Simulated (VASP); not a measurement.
Crystal: Sb2Te4O.

```
CELL_PARAMETERS angstrom
3.18810 -3.21700 0.00000
3.18810 3.21700 0.00000
-3.17090 0.00000 9.20715
ATOMIC_POSITIONS crystal
Sb 0.65196 0.65196 0.31697
Sb 0.34804 0.34804 0.68303
Te 0.50000 0.00000 0.00000
Te 0.81557 0.81557 0.63246
Te 0.00000 0.50000 0.00000
Te 0.18443 0.18443 0.36754
O 0.00000 0.00000 0.00000
```

The cell was built by a generator and needn't be a form met in nature.

| Quantity | Value |
| --- | --- |
| Program | VASP 6.6.1 |
| Task | relaxation of cell and atoms |
| Functional | PBE |
| Potentials or basis | VASP PAW PBE potentials, release 64 (Sb, Te, O) |
| Cutoff | 520 eV |
| k mesh | 8 × 8 × 4 |
| Occupations | gaussian, width 0.1 eV |
| Spin | no spin polarisation |

At the start: pressure 0.7 GPa; volume 26.98 Å³/atom.

Task: Where does the relaxation end?

Result: Over 41 steps the energy falls by 18.9 meV/atom and the volume is 27.39 Å³/atom (+1.5 %); space group C2/m (No. 12, to 0.05 Å).

The path:
| step | energy change (eV) | largest force (eV/Å) | pressure (GPa) | volume (Å³) |
| --- | --- | --- | --- | --- |
| 1 | 0.0000 | 0.3918 | 0.66 | 188.86 |
| 3 | -0.0187 | 0.1993 | -0.51 | 191.83 |
| 5 | -0.0315 | 0.1068 | 0.31 | 188.09 |
| 7 | -0.0388 | 0.1004 | 0.07 | 188.37 |
| 9 | -0.0436 | 0.0978 | 0.05 | 187.98 |
| 11 | -0.0481 | 0.0995 | 0.28 | 187.73 |
| 13 | -0.0519 | 0.1046 | 0.18 | 188.26 |
| 15 | -0.0600 | 0.1282 | -0.28 | 190.65 |
| 17 | -0.0690 | 0.1667 | 0.30 | 189.31 |
| 19 | -0.0834 | 0.1239 | 0.05 | 190.45 |
| 21 | -0.1056 | 0.1301 | -0.02 | 191.66 |
| 23 | -0.1194 | 0.1665 | -0.07 | 192.51 |
| 25 | -0.1259 | 0.1058 | -0.07 | 192.41 |
| 27 | -0.1289 | 0.0643 | 0.00 | 192.03 |
| 29 | -0.1316 | 0.0256 | -0.04 | 191.71 |
| 31 | -0.1318 | 0.0081 | 0.11 | 191.26 |
| 33 | -0.1320 | 0.0110 | 0.03 | 191.60 |
| 35 | -0.1320 | 0.0118 | 0.01 | 191.64 |
| 37 | -0.1320 | 0.0115 | 0.02 | 191.63 |
| 39 | -0.1320 | 0.0110 | -0.01 | 191.72 |
| 41 | -0.1321 | 0.0087 | -0.02 | 191.76 |

Final structure:
```xyz
7
Lattice="3.2819 -3.2079 0.0342 3.2819 3.2079 0.0342 -3.1650 0.0000 9.0742" Properties=species:S:1:pos:R:3 pbc="T T T"
Sb    2.7820    0.0000    2.6725
Sb    0.6167    0.0000    6.4701
Te    1.6409   -1.6039    0.0171
Te    3.4462    0.0000    5.7007
Te    1.6409    1.6039    0.0171
Te   -0.0475    0.0000    3.4418
O     0.0000    0.0000    0.0000
```

Caveat: this functional lacks dispersion, which binds the layers, so the pressure and a relaxed spacing across them are unreliable.
